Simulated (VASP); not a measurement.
Input:

```
CELL_PARAMETERS angstrom
      1.62511    -2.81477     0.00000
      1.62511     2.81477     0.00000
      0.00000     0.00000    12.70507
ATOMIC_POSITIONS crystal
  Mo 0.33333 0.66667 0.25000
  Mo 0.66667 0.33333 0.75000
  Se 0.33333 0.66667 0.88068
  Se 0.66667 0.33333 0.38068
  Se 0.66667 0.33333 0.11932
  Se 0.33333 0.66667 0.61932
```

Calculation: LDA (Ceperley-Alder, Perdew-Zunger), VASP's LDA PAW potentials (set 64) (plane waves; VASP). Numerical set-up: 400 eV cut-off, 9×9×2 Γ-centred mesh, tetrahedra with Blöchl corrections, potentials Mo_sv Se.

The cores are frozen, which limits the accuracy of field gradients.

Q: Give the principal components of the electric field gradient (V/Å²) and the asymmetry η at each nucleus.

A: 
```csv
atom,Vxx,Vyy,Vzz,η
Mo1,37.3,37.3,-74.6,0.00
Mo2,37.3,37.3,-74.6,0.00
Se3,47.3,47.3,-94.6,0.00
Se4,47.3,47.3,-94.6,0.00
Se5,47.3,47.3,-94.6,0.00
Se6,47.3,47.3,-94.6,0.00
```

The compound is MoSe2 in the 2H layered structure. It was relaxed first.
